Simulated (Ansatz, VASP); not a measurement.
# NaVP: VASP beside Ansatz

One calculation is typed for both programs; each brings its own data sets and cutoff. How far apart do they land? The cell is generated by rule, not measured, and may not be a known phase. The cell comes out of the VASP series on this material, whose earlier steps may have relaxed, scaled or displaced it; both programs get it as it stands.

Method: plane waves, with VASP 6.6.1 beside it; band structure at HSE06, in Ansatz 0.2.0.

### Step 1. The structure

Symmetry: P4/mmm, No. 123, tetragonal system. The conventional cell has a = 3.353 Å, b = 3.353 Å, c = 5.915 Å, α = 90.00°, β = 90.00°, γ = 90.00°. Nearest to Na lie 2 V at 2.96 Å. Nearest to V lie 4 P at 2.37 Å and 2 Na at 2.96 Å. P has 4 V at 2.37 Å nearest. Farther neighbours are not listed.

Coordinates:

```cif
data_structure
_symmetry_space_group_name_H-M 'P 1'
_symmetry_Int_Tables_number 1
_cell_length_a 3.3530
_cell_length_b 3.3530
_cell_length_c 5.9154
_cell_angle_alpha 90.000
_cell_angle_beta 90.000
_cell_angle_gamma 90.000
_cell_volume 66.50
loop_
_atom_site_label
_atom_site_type_symbol
_atom_site_fract_x
_atom_site_fract_y
_atom_site_fract_z
_atom_site_occupancy
Na1 Na 0.50000 0.50000 0.00000 1
V2 V 0.50000 0.50000 0.50000 1
P3 P 0.00000 0.00000 0.50000 1
```

### Step 2. VASP: band structure, HSE06

The same path points are solved in both programs, so levels can be compared one by one.

Lines of VASP's logs that name or quote its potential files are left out, and so is its time.

The input, INCAR:

```
SYSTEM = NaVP
PREC = Accurate
ENCUT = 400
EDIFF = 1E-06
NELM = 100
ISMEAR = -1
SIGMA = 0.05
LREAL = .FALSE.
ALGO = Normal
LHFCALC = .TRUE.
AEXX = 0.25
GGA = PE
HFSCREEN = 0.2
LASPH = .TRUE.
NBANDS = 20
ISPIN = 2
MAGMOM = 0.016 2.092 -0.152
LMAXMIX = 4
PRECFOCK = Fast
LORBIT = 11
LWAVE = .FALSE.
LCHARG = .FALSE.
```

The input, POSCAR:

```
NaVP
1.0
    3.3529981911      0.0000000000      0.0000000000
    0.0000000000      3.3529981911      0.0000000000
    0.0000000000      0.0000000000      5.9153771581
Na V P
1 1 1
Direct
    0.5000000000      0.5000000000      0.0000000000
    0.5000000000      0.5000000000      0.5000000000
    0.0000000000      0.0000000000      0.5000000000
```

The input, KPOINTS:

```
Automatic mesh
0
Gamma
4 4 3
0 0 0
```

The input, KPOINTS_OPT:

```
Line mode
6
Line-mode
Reciprocal
  0.00000000   0.00000000   0.00000000 GAMMA
  0.00000000   0.50000000   0.00000000 X

  0.00000000   0.50000000   0.00000000 X
  0.50000000   0.50000000   0.00000000 M

  0.50000000   0.50000000   0.00000000 M
  0.00000000   0.00000000   0.00000000 GAMMA

  0.00000000   0.00000000   0.00000000 GAMMA
  0.00000000   0.00000000   0.50000000 Z

  0.00000000   0.00000000   0.50000000 Z
  0.00000000   0.50000000   0.50000000 R

  0.00000000   0.50000000   0.50000000 R
  0.50000000   0.50000000   0.50000000 A

  0.50000000   0.50000000   0.50000000 A
  0.00000000   0.00000000   0.50000000 Z

  0.00000000   0.50000000   0.00000000 X
  0.00000000   0.50000000   0.50000000 R

  0.50000000   0.50000000   0.00000000 M
  0.50000000   0.50000000   0.50000000 A
```

PAW data sets: Na_pv, V_sv and P (PBE family, release 64).

Launch:

```bash
> mpirun -np 1 vasp_std
```

Numbers of over 12 decimals in the logs are rounded to 6 here.

What it wrote:

```text
[banner, memory and clock lines left out]
running    1 mpi-ranks, on    1 nodes
 distrk:  each k-point on    1 cores,    1 groups
 distr:  one band on    1 cores,    1 groups

 POSCAR found type information on POSCAR NaV P
 POSCAR found :  3 types and       3 ions
 LDA part: xc-table for (Slater+PW92), standard interpolation
 found WAVECAR, reading the header
 POSCAR, INCAR and KPOINTS ok, starting setup
 FFT: planning ... GRIDC
 FFT: planning ... GRID_SOFT
 FFT: planning ... GRID
 reading WAVECAR
 the WAVECAR file was read successfully
 initial charge from wavefunction
 entering main loop
       N       E                     dE             d eps       ncg     rms          rms(c)
DAV:   1    -0.194498600958E+02   -0.19450E+02   -0.11815E+00  1048   0.681E+00    0.278E+00
DAV:   2    -0.195505903641E+02   -0.10073E+00   -0.34214E-01  1048   0.413E+00    0.177E+00
DAV:   3    -0.195964496198E+02   -0.45859E-01   -0.92590E-02  1056   0.238E+00    0.117E+00
DAV:   4    -0.196018478829E+02   -0.53983E-02   -0.21976E-02  1100   0.986E-01    0.762E-01
DAV:   5    -0.196002802187E+02    0.15677E-02   -0.39773E-03  1056   0.619E-01    0.384E-01
DAV:   6    -0.195998110634E+02    0.46916E-03   -0.64727E-04  1116   0.206E-01    0.223E-01
DAV:   7    -0.195996399387E+02    0.17112E-03   -0.27276E-04  1060   0.133E-01    0.140E-01
DAV:   8    -0.195995896214E+02    0.50317E-04   -0.52250E-05  1160   0.565E-02    0.785E-02
DAV:   9    -0.195995754223E+02    0.14199E-04   -0.19880E-05  1080   0.311E-02    0.443E-02
DAV:  10    -0.195995700193E+02    0.54030E-05   -0.39430E-06   884   0.154E-02    0.270E-02
DAV:  11    -0.195995686988E+02    0.13205E-05   -0.16967E-06   832   0.896E-03    0.163E-02
DAV:  12    -0.195995681587E+02    0.54007E-06   -0.42882E-07   612   0.481E-03
   1 F= -.19599568E+02 E0= -.19596662E+02  d E =-.581143E-02  mag=     2.3479
 Start KPOINTS_OPT (optional k-point list driver)
k-point batch [1-12\54]
       N       E                     dE             ncg
DAV:   1    -0.276408841397E+04   -0.93955E+04     1144
DAV:   2    -0.579781757138E+04   -0.30337E+04      976
DAV:   3    -0.596552826951E+04   -0.16771E+03     1104
DAV:   4    -0.597118139761E+04   -0.56531E+01     1084
DAV:   5    -0.597128867721E+04   -0.10728E+00     1108
DAV:   6    -0.597129158184E+04   -0.29046E-02     1216
DAV:   7    -0.597129167883E+04   -0.96991E-04     1144
DAV:   8    -0.597129168317E+04   -0.43404E-05     1100
DAV:   9    -0.597129168335E+04   -0.17469E-06      684
[...]
k-point batch [49-54\54]
       N       E                     dE             ncg
DAV:   1     0.279846578974E+04   -0.66235E+04      528
DAV:   2     0.120346297803E+04   -0.15950E+04      484
DAV:   3     0.111689964481E+04   -0.86563E+02      584
DAV:   4     0.111396723285E+04   -0.29324E+01      536
DAV:   5     0.111391696135E+04   -0.50272E-01      632
DAV:   6     0.111391583009E+04   -0.11313E-02      656
DAV:   7     0.111391579496E+04   -0.35125E-04      640
DAV:   8     0.111391579360E+04   -0.13677E-05      528
DAV:   9     0.111391579354E+04   -0.56092E-07      324
```

OUTCAR, selected parts (step 2):

```text
ion  position               nearest neighbor table
   1  0.500  0.500  0.000-
   2  0.500  0.500  0.500-   3 2.37   3 2.37   3 2.37   3 2.37
   3  0.000  0.000  0.500-   2 2.37   2 2.37   2 2.37   2 2.37

  LATTYP: Found a simple tetragonal cell.
 ALAT       =     3.3529981911
 C/A-ratio  =     1.7642052936

 Subroutine GETGRP returns: Found 16 space group operations
 (whereof 16 operations were pure point group operations)

The static configuration has the point symmetry D_4h.

 Found     12 irreducible k-points:

   k-points           NKPTS =     12   k-points in BZ     NKDIM =     48   number of bands    NBANDS=     20

   dimension x,y,z NGX =    24 NGY =   24 NGZ =   40
   dimension x,y,z NGXF=    48 NGYF=   48 NGZF=   80

   ENCUT  =  400.0 eV  29.40 Ry    5.42 a.u.   5.47  5.47  9.65*2*pi/ulx,y,z

   NELECT =      25.0000    total number of electrons

 k-points in reciprocal lattice and weights: Automatic mesh
   0.00000000  0.00000000  0.00000000       0.021
   0.25000000  0.00000000  0.00000000       0.083
   0.50000000  0.00000000  0.00000000       0.042
   0.25000000  0.25000000  0.00000000       0.083
   0.50000000  0.25000000  0.00000000       0.083
   0.50000000  0.50000000  0.00000000       0.021
   0.00000000  0.00000000  0.33333333       0.042
   0.25000000  0.00000000  0.33333333       0.167
   0.50000000  0.00000000  0.33333333       0.083
   0.25000000  0.25000000  0.33333333       0.167
   0.50000000  0.25000000  0.33333333       0.167
   0.50000000  0.50000000  0.33333333       0.042

  exchange ACFDT corr.  =         0.00000000  see jH, gK, PRB 81, 115126

 average (electrostatic) potential at core
       1 -40.5592       2 -69.6263       3 -80.5749

 E-fermi :   4.4794

 spin component 1
 k-point     1 :       0.0000    0.0000    0.0000
  band No.  band energies     occupation
    ...
     12       2.7754      1.00000
     13       2.7754      1.00000
     14       3.3384      1.00000
     15       4.0857      0.99962
     16       4.0857      0.99962
     17       5.3151      0.00000
     18      10.7201      0.00000
     19      10.9406      0.00000
     20      13.6113      0.00000

 k-point     2 :       0.2500    0.0000    0.0000
  band No.  band energies     occupation
    ...
     10      -0.0099      1.00000
     11       1.0871      1.00000
     12       1.4102      1.00000
     13       2.8930      1.00000
     14       3.6334      1.00000
     15       4.7800      0.00244
     16       5.7478      0.00000
     17       7.6236      0.00000
     18       9.3414      0.00000
     19      10.7052      0.00000
    ...

 k-point     3 :       0.5000    0.0000    0.0000
  band No.  band energies     occupation
    ...
      9      -2.5761      1.00000
     10      -0.1644      1.00000
     11       0.1911      1.00000
     12       2.1690      1.00000
     13       3.0109      1.00000
     14       5.8560      0.00000
     15       6.0809      0.00000
     16       6.0917      0.00000
     17       6.2433      0.00000
     18       8.5705      0.00000
    ...

 k-point     4 :       0.2500    0.2500    0.0000
  band No.  band energies     occupation
    ...
      9      -0.7235      1.00000
     10       0.2933      1.00000
     11       0.4246      1.00000
     12       1.8942      1.00000
     13       2.2377      1.00000
     14       4.6675      0.02268
     15       5.8261      0.00000
     16       6.3354      0.00000
     17       6.3450      0.00000
     18       8.6835      0.00000
    ...

 k-point     5 :       0.5000    0.2500    0.0000
  band No.  band energies     occupation
    ...
      9      -1.5938      1.00000
     10      -0.0262      1.00000
     11       0.5025      1.00000
     12       2.2204      1.00000
     13       2.4459      1.00000
     14       5.3765      0.00000
     15       6.2351      0.00000
     16       6.9562      0.00000
     17       7.4497      0.00000
     18       7.9291      0.00000
    ...

 k-point     6 :       0.5000    0.5000    0.0000
  band No.  band energies     occupation
    ...
     10      -0.1970      1.00000
     11       1.7180      1.00000
     12       1.7180      1.00000
     13       2.7363      1.00000
     14       3.8054      1.00000
     15       6.3737      0.00000
     16       6.6247      0.00000
     17       6.6363      0.00000
     18       9.4040      0.00000
     19       9.4040      0.00000
    ...

  energy-cutoff  :      400.00
  volume of cell :       66.50
      direct lattice vectors                 reciprocal lattice vectors
     3.352998191  0.000000000  0.000000000     0.298240543  0.000000000  0.000000000
     0.000000000  3.352998191  0.000000000     0.000000000  0.298240543  0.000000000
     0.000000000  0.000000000  5.915377158     0.000000000  0.000000000  0.169050928

 POSITION                                       TOTAL-FORCE (eV/Angst)
 -----------------------------------------------------------------------------------
      1.67650      1.67650      0.00000         0.000000      0.000000      0.000000
      1.67650      1.67650      2.95769         0.000000      0.000000      0.000000
      0.00000      0.00000      2.95769         0.000000      0.000000      0.000000
 -----------------------------------------------------------------------------------
    total drift:                               -0.000002      0.000002      0.000001

  FREE ENERGIE OF THE ION-ELECTRON SYSTEM (eV)
  ---------------------------------------------------
  free  energy   TOTEN  =       -19.5995681587 eV

  energy  without entropy=      -19.5937567262  energy(sigma->0) =      -19.59666244

 total charge
# of ion       s       p       d       tot
------------------------------------------
    1        0.089   5.975   0.000   6.064
    2        2.216   6.179   3.147  11.541
    3        1.036   1.549   0.000   2.586
--------------------------------------------------
tot          3.341  13.703   3.147  20.191

 magnetization (x)
# of ion       s       p       d       tot
------------------------------------------
    1        0.009   0.009   0.000   0.017
    2        0.032   0.020   2.164   2.216
    3       -0.026  -0.172   0.000  -0.198
--------------------------------------------------
tot          0.015  -0.144   2.164   2.036

[... 6 further parts left out ...]
```

[end of part 1 of 2]

[Lines on the potential files, build, host, timing and source positions are cut from VASP's logs without a mark.]

[Logs are printed without paths, hosts, clocks, repeated set-up lines and the standing remarks that a program may print on its own settings, such as how far it seeks lower states.]

[Hosts, paths, dates, database ids (printed as entryN), source tags and the programs' standing remarks are cut or masked in the printed files.]
